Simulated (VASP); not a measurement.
The system is Ti2Te2S.

```
Ti Te S
1.0
     8.00724    0.00000    0.00000
     0.00000    8.00724    0.00000
     0.00000    0.00000    3.93984
Ti Te S
4 4 2
Direct
  0.67216 0.17216 0.50000
  0.32784 0.82784 0.50000
  0.17216 0.32784 0.50000
  0.82784 0.67216 0.50000
  0.12812 0.62812 0.00000
  0.87188 0.37188 0.00000
  0.62812 0.87188 0.00000
  0.37188 0.12812 0.00000
  0.00000 0.00000 0.00000
  0.50000 0.50000 0.00000
```

The cell was built by a generator and needn't be a form met in nature.

```yaml
Program: VASP 6.6.1
Task: relaxation of cell and atoms
Functional: PBE
Potentials_or_basis: VASP PAW PBE potentials, release 64 (Ti_sv, Te, S)
Cutoff: 520 eV
k_mesh: 2 × 2 × 4
Occupations: gaussian, width 0.15 eV
Spin: no spin polarisation
```

At the start: pressure -8.3 GPa; volume 25.26 Å³/atom.

Task: How do energy, volume and symmetry change on relaxing?

Result: Over 10 steps the energy falls by 311.4 meV/atom and the volume is 21.36 Å³/atom (-15.4 %); space group P4/mbm (No. 127, to 0.05 Å).

The path:
```tsv
step	energy change (eV)	largest force (eV/Å)	pressure (GPa)	volume (Å³)
1	0.0000	1.6961	-8.31	252.61
2	-2.4505	0.9644	2.25	207.04
3	-2.4526	0.9617	2.19	207.23
4	-2.7654	0.8280	0.29	211.54
5	-2.9033	0.6238	-1.78	216.44
6	-3.0243	0.1778	0.67	210.20
7	-3.0259	0.2064	0.65	210.45
8	-3.0935	0.1624	0.35	211.44
9	-3.1037	0.2700	0.28	211.95
10	-3.1141	0.0790	-0.37	213.61
```

Final structure:
```yaml
crystal:
  lattice:
    - [7.94972, 0.00000, 0.00000]
    - [0.00000, 7.94972, 0.00000]
    - [0.00000, 0.00000, 3.37996]
  atoms:
    - { symbol: Ti, position: [0.64984, 0.14984, 0.50000] }
    - { symbol: Ti, position: [0.35016, 0.85016, 0.50000] }
    - { symbol: Ti, position: [0.14984, 0.35016, 0.50000] }
    - { symbol: Ti, position: [0.85016, 0.64984, 0.50000] }
    - { symbol: Te, position: [0.14270, 0.64270, 0.00000] }
    - { symbol: Te, position: [0.85730, 0.35730, 0.00000] }
    - { symbol: Te, position: [0.64270, 0.85730, 0.00000] }
    - { symbol: Te, position: [0.35730, 0.14270, 0.00000] }
    - { symbol: S, position: [0.00000, 0.00000, 0.00000] }
    - { symbol: S, position: [0.50000, 0.50000, 0.00000] }
```

Caveat: the k mesh is coarse (spacing up to 0.40 Å⁻¹), so the values aren't converged; the volume moved by over 15 % at a fixed basis, so the end points are rough.
